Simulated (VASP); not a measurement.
# Ni(111) in VASP

Aim: model Ni(111) by a slab and find how far its highest filled level lies below the vacuum.

Method: r2SCAN, spin-polarised from a ferromagnetic start; plane waves and PAW (Ni), in VASP 6.6.1.

This is a report of a sequence of runs, with most program output left out.

## Step 1: The structure

The cell holds 7 atoms: 7 Ni. Cell: a = 2.489 Å, b = 2.489 Å, c = 30.194 Å, α = 90.0°, β = 90.0°, γ = 60.0°. Vacuum lies along c.

## Step 2: Vacuum level and density of states

A static run writes the electrostatic potential without exchange and correlation (LVHAR), which is flat in the vacuum and gives the level to count from. The dipole correction cancels the field that unlike faces would set up across the vacuum.

INCAR

```
SYSTEM = Ni
PREC = Normal
ENCUT = 300
EDIFF = 1E-06
NELM = 120
ISMEAR = -1
SIGMA = 0.1
LREAL = .FALSE.
ALGO = Normal
METAGGA = R2SCAN
LASPH = .TRUE.
NBANDS = 62
ISPIN = 2
MAGMOM = 1 1 1 1 1 1 1
LMAXMIX = 4
LORBIT = 11
LWAVE = .FALSE.
LCHARG = .TRUE.
IDIPOL = 3
LDIPOL = .TRUE.
DIPOL = 0.5 0.5 0.5
LVHAR = .TRUE.
LVACPOTAV = .TRUE.
LELF = .TRUE.
NEDOS = 1500
```

POSCAR

```
Ni
1.0
    2.4890158698      0.0000000000      0.0000000000
    1.2445079349      2.1555509736      0.0000000000
    0.0000000000      0.0000000000     30.1936376853
Ni
7
Direct
    0.0000000000      0.0000000000      0.2980760415
    0.3333333333      0.3333333333      0.3653840277
    0.6666666667      0.6666666667      0.4326920138
    0.0000000000      0.0000000000      0.5000000000
    0.3333333333      0.3333333333      0.5673079862
    0.6666666667      0.6666666667      0.6346159723
    0.0000000000      0.0000000000      0.7019239585
```

KPOINTS

```
Automatic mesh
0
Gamma
21 21 1
0 0 0
```

KPOINTS_OPT

```
Line mode
14
Line-mode
Reciprocal
  0.00000000   0.00000000   0.00000000 GAMMA
  0.00000000  -0.50000000   0.00000000 M

  0.00000000  -0.50000000   0.00000000 M
  0.33333333  -0.33333333   0.00000000 K

  0.33333333  -0.33333333   0.00000000 K
  0.00000000   0.00000000   0.00000000 GAMMA
```

Potentials, in the order of the species: Ni (PBE family, release 64).

Run with:

```bash
$ mpirun -np 2 vasp_std
```

It took 18 min on 2 MPI ranks of Intel Xeon 6975P-C (Granite Rapids), shared host; peak memory 0.69 GiB.

The magnetic state follows from one typed start and may not be the lowest. With spin, VASP writes an ELF for each channel. SCAN-type functionals tend to overstate the moments of itinerant magnets. The PAW data sets were made with PBE, which is usual practice but a small mismatch for other functionals.

Numbers from this step:

* electronic cycles: 56
* electrons: 70
* free energy (TOTEN): -82.2858 eV
* energy at zero smearing: -82.1465 eV
* Fermi energy: 1.886 eV
* moment of the cell, from the last line of the log: 5.335 μB
* labelled metallic, from the levels on this mesh: yes
* DOS at the Fermi level: 8.384 states/eV/cell
* dipole moment: 0, 0, 0 e·Å
* work functions of the upper and lower face: 4.831, 4.831 eV

Spin moment in the PAW sphere by atom:

```tsv
atom	spin moment in the PAW sphere (μB)
Ni1	0.832
Ni2	0.798
Ni3	0.743
Ni4	0.750
Ni5	0.743
Ni6	0.798
Ni7	0.832
```

Spin up. The electronic bands at the labelled points (eV, zero at the Fermi level; # counts the bands kept):

```tsv
point	#33	#34	#35	#36	#37	#38	#39	#40
Γ	-1.65	-1.49	-1.49	-1.29	-1.29	-1.19	-1.19	-1.10
0.46 of the way	-1.69	-1.57	-1.41	-1.28	-1.22	-1.17	-1.05	-0.33
M	-0.95	-0.93	-0.93	0.04	0.86	1.59	2.09	2.35
0.54 of the way	-1.17	-1.07	-1.05	2.12	2.44	2.81	3.19	3.55
K	-1.21	-1.16	-1.16	4.72	4.76	4.76	4.81	5.04
0.46 of the way	-1.27	-1.26	-1.20	-1.04	-1.00	-0.96	-0.42	0.65
Γ	-1.65	-1.49	-1.49	-1.29	-1.29	-1.19	-1.19	-1.10
```

The density of states has structure finer than the step of the table below, so its rows give means over 1 eV, whole bins alone (the curve runs from -11.1 to 7.91 eV). Peaks (eV: height): total up -2.8: 11.5, -1.2: 12.3; total down -1.8: 11.0, 0.3: 8.52; Ni s up -5.0: 0.537, -0.1: 0.128, 6.7: 0.302; Ni s down -4.5: 0.487, -1.9: 0.126, 1.3: 0.0935, 7.1: 0.327; Ni p up -3.0: 0.417, 2.5: 0.400, 3.3: 0.405, 7.6: 0.363.

Means over bins of 0.073 eV. The density of states by energy, zero at the Fermi level; means over each step; 7 of 8 lines; values in states/eV/cell:

```tsv
energy (eV)	total up	total down	Ni s up	Ni s down	Ni p up	Ni p down	Ni d up
-10	7.3e-4	0.00617	5.2e-4	0.00449	0	5.3e-5	0
-9	0.0990	0.143	0.0703	0.0993	0.00380	0.00699	4.3e-5
-8	0.262	0.284	0.170	0.180	0.0230	0.0287	0.00404
-7	0.418	0.427	0.236	0.237	0.0565	0.0635	0.0249
-6	0.740	0.621	0.317	0.284	0.112	0.112	0.152
-5	3.09	1.33	0.486	0.379	0.225	0.191	1.98
-4	6.23	3.25	0.182	0.364	0.323	0.276	5.21
-3	9.38	5.22	0.0840	0.107	0.382	0.318	8.39
-2	9.56	8.96	0.0819	0.0998	0.228	0.502	8.85
-1	7.32	8.75	0.0760	0.0479	0.112	0.277	6.96
0	1.05	7.34	0.111	0.0432	0.192	0.123	0.606
1	0.980	2.19	0.113	0.0814	0.271	0.184	0.409
2	0.933	1.15	0.0993	0.0876	0.320	0.273	0.309
3	0.892	0.991	0.0774	0.0703	0.354	0.312	0.248
4	0.703	0.811	0.0490	0.0502	0.292	0.286	0.185
5	0.742	0.799	0.0367	0.0333	0.240	0.245	0.146
6	1.04	0.772	0.179	0.0523	0.173	0.147	0.222
7	1.59	1.54	0.270	0.284	0.287	0.214	0.314
```

The planar average of the electrostatic potential oscillates, so the rows of the table below give means over windows of 2 Å about each position, cut where the curve ends. Its maxima inside the range that stand out by 2 % of the span (Å: eV): 10.0: -0.151, 12.0: -0.167, 14.0: -0.207, 16.2: -0.207, 18.2: -0.167, 20.2: -0.151. Its minima: 9.0: -20.5, 11.1: -20.6, 13.1: -20.7, 15.1: -20.7, 17.1: -20.7, 19.1: -20.6, 21.2: -20.5.

Zero at the Fermi level. Table of planar average of the electrostatic potential by height; means over each step:

height (Å), planar average of the electrostatic potential (eV) and a bar from the least value:
```
     1.00        4.8 ##############################
     3.00        4.8 ##############################
     5.00        4.8 ##############################
     7.00        4.2 #############################
     9.00       -9.2 #
    11.00       -9.5 
    13.00       -9.4 
    15.00       -9.4 
    17.00       -9.4 
    19.00       -9.5 
    21.00       -9.3 
    23.00        3.7 ############################
    25.00        4.8 ##############################
    27.00        4.8 ##############################
    29.00        4.8 ##############################
```

Density of states in the PAW spheres, an atom over height of the layer and energy from the Fermi level.

Values in states/eV, 22 rows by 7 columns, each cell a mean:
```
1.19 1.19 1.11 1.07 1.11 1.19 1.19
1.05 1.23 1.15 1.25 1.15 1.23 1.05
1.09 1.04 1.07 1.10 1.07 1.04 1.09
1.84 1.41 1.69 1.69 1.69 1.41 1.84
2.89 2.50 2.87 2.82 2.87 2.50 2.89
3.40 2.77 2.80 2.75 2.80 2.77 3.40
2.95 2.39 2.51 2.37 2.51 2.39 2.95
2.40 1.96 2.00 2.02 2.00 1.96 2.40
2.28 2.24 2.09 2.19 2.09 2.24 2.28
1.66 2.01 1.86 1.90 1.86 2.01 1.66
1.19 1.51 1.51 1.49 1.51 1.51 1.19
1.00 1.34 1.24 1.29 1.24 1.34 1.00
0.81 1.39 1.23 1.20 1.23 1.39 0.81
0.49 1.01 0.86 0.85 0.86 1.01 0.49
0.29 0.56 0.49 0.49 0.49 0.56 0.29
0.18 0.27 0.26 0.27 0.26 0.27 0.18
0.13 0.17 0.18 0.18 0.18 0.17 0.13
0.10 0.13 0.14 0.12 0.14 0.13 0.10
0.09 0.12 0.12 0.11 0.12 0.12 0.09
0.06 0.10 0.09 0.10 0.09 0.10 0.06
0.05 0.09 0.07 0.09 0.07 0.09 0.05
0.04 0.08 0.07 0.08 0.07 0.08 0.04
```
Columns: height of the layer (Å) from 9 to 21.2; rows upwards: energy from the Fermi level (eV) from -7.9 to 0.5.

Spin down. The electronic bands at the labelled points (eV, zero at the Fermi level; # counts the bands kept):

```tsv
point	#27	#28	#29	#30	#31	#32	#33	#34
Γ	-1.18	-0.89	-0.89	-0.86	-0.86	-0.76	-0.76	-0.63
0.46 of the way	-0.90	-0.89	-0.75	-0.73	-0.64	-0.62	-0.56	-0.53
M	-0.22	0.21	0.23	0.30	0.40	0.47	0.50	0.54
0.54 of the way	-0.64	-0.53	0.01	0.03	0.10	0.28	0.44	0.47
K	-0.96	-0.96	-0.06	-0.06	0.11	0.29	0.29	0.42
0.46 of the way	-0.89	-0.89	-0.74	-0.53	-0.16	-0.03	0.03	0.08
Γ	-1.18	-0.89	-0.89	-0.86	-0.86	-0.76	-0.76	-0.63
```

Force by atom:

```tsv
atom	x (eV/Å)	y (eV/Å)	z (eV/Å)	size
Ni1	0.000	0.000	0.259	0.259
Ni2	0.000	0.000	-0.114	0.114
Ni3	0.000	0.000	-0.012	0.012
Ni4	0.000	0.000	0.000	0.000
Ni5	0.000	0.000	0.012	0.012
Ni6	0.000	0.000	0.114	0.114
Ni7	0.000	0.000	-0.259	0.259
```

Spin density in the ca plane at fractional y = 0.000, with atoms of Ni within 0.2 Å of it.

Values in e/Å³, 5 rows by 16 columns, each cell a mean:
```
0.0 0.0 0.0 0.0 0.2 0.6 0.0 0.0 0.0 0.0 0.1 0.7 0.0 0.0 0.0 0.0
0.0 0.0 0.0 0.0 0.0 0.0 0.0 0.0 0.0 0.0 0.0 0.1 0.0 0.0 0.0 0.0
0.0 0.1 0.0 0.0 0.0 0.0 0.0 0.1 0.0 0.0 0.0 0.0 0.0 0.0 0.0 0.0
0.0 0.0 0.0 0.0 0.0 0.2 0.0 0.0 0.0 0.0 0.0 0.2 0.0 0.0 0.0 0.0
0.0 0.0 0.0 0.0 0.3 0.8 0.0 0.0 0.0 0.0 0.3 1.0 0.0 0.0 0.0 0.0
```
Columns run along c (16.0 Å, from fractional 0.34 to 0.87 of the cell), rows up along a (2.5 Å). Atoms in or near the plane, at fractional coordinates: Ni at (0.50, 0.00), Ni at (0.70, 0.00).

Electrostatic potential energy in the ca plane at fractional y = 0.000, with atoms of Ni within 0.2 Å of it. With pseudopotentials it is smooth inside the atoms' cores, unlike the true potential.

Ten even steps from '0' (-66 eV) to '9' (7 eV), each cell a mean:
```
99999999999850027999999999998400389999999999
99889999889974368998899998899743689999999999
98778998788998889987789987899888899999999999
98778987678999999987789876789999999999999999
98778998778998899987789877799988999999999999
99888998889986578988899988899866799999999999
99999999999862038999999999998510489999999999
99999999999850017999999999998300289999999999
```
Columns run along c (16.0 Å, from fractional 0.34 to 0.87 of the cell; values clipped at the 3rd and 97th percentile), rows up along a (2.5 Å). Atoms in or near the plane, at fractional coordinates: Ni at (0.50, 0.00), Ni at (0.70, 0.00).

ELF of up spins in the ca plane at fractional y = 0.000, with atoms of Ni within 0.2 Å of it. It is the smooth field of the valence electrons, not physical close to the nuclei.

Ten even steps from '0' (0.00) to '9' (0.36), each cell a mean:
```
66666666676520025666666666655100343340000000
55555655556542245655556555555312443370100000
55555555555555555555555555555555554310000000
55445554455665566544555544556656665310100000
55455555455655556554555555556555555321100000
55555655555553355555556555555434544212100000
56556665666520035665566656655101343390100000
67777677786510025787776777754000243500000000
```
Columns run along c (16.0 Å, from fractional 0.34 to 0.87 of the cell), rows up along a (2.5 Å). Atoms in or near the plane, at fractional coordinates: Ni at (0.50, 0.00), Ni at (0.70, 0.00).

Only the dipole across the slab is computed (IDIPOL = 3); zeros along the plane are no results.

The map of layer states is cut here 0.5 eV above the Fermi level, so it leaves out the states above that.

The program warns that it found no field-free vacuum at its default tolerance, so these levels carry more doubt.

On this mesh the fine structure of the density of states is sampling noise, and high empty states may be cut by the number of bands.

## Step 3: Derived quantities

This step: slab, r2SCAN; plane waves and PAW (VASP 6.6.1).

No new run; the numbers come from the runs before.

## Step 4: Slab, other settings: NBANDS = 47

This step: r2SCAN, spin-polarised from a ferromagnetic start; plane waves and PAW (Ni) (VASP 6.6.1).

The run is repeated with some settings moved, to see what they change.

INCAR: that of step 2 with these lines changed.

```diff
@@ -11,3 +11,3 @@
 LASPH = .TRUE.
-NBANDS = 62
+NBANDS = 47
 ISPIN = 2
@@ -17,3 +17,4 @@
 LWAVE = .FALSE.
-LCHARG = .TRUE.
+LCHARG = .FALSE.
+KPAR = 2
 IDIPOL = 3
@@ -23,3 +24 @@
 LVACPOTAV = .TRUE.
-LELF = .TRUE.
-NEDOS = 1500
```

POSCAR is that of step 2.

KPOINTS is that of step 2.

Run with:

```bash
$ mpirun -np 2 vasp_std
```

It took 8.9 min on 2 MPI ranks; peak memory 0.61 GiB; 16 min of CPU time.

This step gave:

```
electronic cycles : 41
Fermi energy      : 1.884 eV
```

Force by atom:

```tsv
atom	x (eV/Å)	y (eV/Å)	z (eV/Å)	size
Ni1	0.000	0.000	0.259	0.259
Ni2	0.000	0.000	-0.114	0.114
Ni3	0.000	0.000	-0.012	0.012
Ni4	0.000	0.000	0.000	0.000
Ni5	0.000	0.000	0.012	0.012
Ni6	0.000	0.000	0.114	0.114
Ni7	0.000	0.000	-0.259	0.259
```

Settings moved on purpose: NBANDS = 47.

Side by side:

```tsv
quantity	this run	the run it repeats	difference
energy at zero smearing (eV)	-82.147	-82.147	8.3e-6
free energy (TOTEN) (eV)	-82.286	-82.286	2.8e-5
Fermi energy (eV)	1.8842	1.886	-0.00180
moment of the cell, from the last line of the log (μB)	5.3351	5.335	1.0e-4
electronic cycles	41	56	-15
```

The energy stays within 0.1 meV an atom.

## Step 5: Summary of results

```json
{
  "work function of the slab": "4.83 eV"
}
```

The work function is 4.83 eV at both faces. The program warned about the flatness of the vacuum, which adds doubt to these levels. The largest moment is 0.83 μB. No atom was relaxed. The cell in the plane was kept as given and was not relaxed here.

[Lines on the potential files, build, host, timing and source positions are cut from VASP's logs without a mark.]

[Logs are printed without paths, hosts, clocks, repeated set-up lines and the standing remarks that a program may print on its own settings, such as how far it seeks lower states.]

[Hosts, paths, dates, database ids (printed as entryN), source tags and the programs' standing remarks are cut or masked in the printed files.]

[In band tables of VASP the shares of atoms and orbitals are scaled to a sum of 1 inside the atoms' spheres.]

[Runs that stopped without an error message from VASP are left out.]
